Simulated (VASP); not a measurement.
PtSe2 (Sudovikovite):

```
Pt Se
1.0
     3.72400    0.00000    0.00000
    -1.86200    3.22508    0.00000
     0.00000    0.00000    5.06200
Pt Se
1 2
Direct
  0.00000 0.00000 0.00000
  0.33333 0.66667 0.25000
  0.66667 0.33333 0.75000
```

* Program: VASP 6.6.1
* Task: relaxation of cell and atoms
* Functional: PBE
* Potentials or basis: VASP PAW PBE potentials, release 64 (Pt, Se)
* Cutoff: 300 eV
* k mesh: 5 × 5 × 3
* Occupations: gaussian, width 0.03 eV
* Spin: no spin polarisation

At the start: pressure 7.0 GPa; volume 20.27 Å³/atom.

Q: How do energy, volume and symmetry change on relaxing?

A: Over 43 steps the energy falls by 26.9 meV/atom and the volume is 22.51 Å³/atom (+11.1 %); space group P-3m1 (No. 164, to 0.05 Å).

The path:
```
step  energy change (eV)  largest force (eV/Å)  pressure (GPa)  volume (Å³)
   1              0.0000                0.5200            7.02        60.80
   3             -0.0684                0.1569            0.00        63.83
   5             -0.0701                0.1020            0.09        63.95
   7             -0.0714                0.0122            0.03        64.32
   9             -0.0735                0.0127            0.38        64.82
  11             -0.0690                0.1663            2.29        66.94
  13             -0.0766                0.0679            1.19        65.82
  15             -0.0776                0.0495            1.05        66.16
  17             -0.0790                0.0246            0.49        67.50
  19             -0.0794                0.0239            0.43        67.39
  21             -0.0800                0.0754           -0.38        67.43
  23             -0.0803                0.0477           -0.05        67.39
  25             -0.0805                0.0122            0.07        67.29
  27             -0.0805                0.0103            0.10        67.29
  29             -0.0805                0.0135            0.03        67.32
  31             -0.0805                0.0109            0.01        67.37
  33             -0.0805                0.0029            0.07        67.39
  35             -0.0805                0.0078            0.01        67.49
  37             -0.0806                0.0044            0.03        67.46
  39             -0.0806                0.0084           -0.05        67.52
  41             -0.0806                0.0148           -0.05        67.55
  43             -0.0806                0.0073            0.04        67.52
```

Final structure:
```
CELL_PARAMETERS angstrom
3.78008 0.00000 0.00000
-1.89004 3.27364 0.00000
0.00000 0.00000 5.45662
ATOMIC_POSITIONS crystal
Pt 0.00000 0.00000 0.00000
Se 0.33333 0.66667 0.23624
Se 0.66667 0.33333 0.76376
```

Caveat: this functional lacks dispersion, which binds the layers, so the pressure and a relaxed spacing across them are unreliable; the volume moved by +11 % from the deposited cell, more than functionals usually miss.
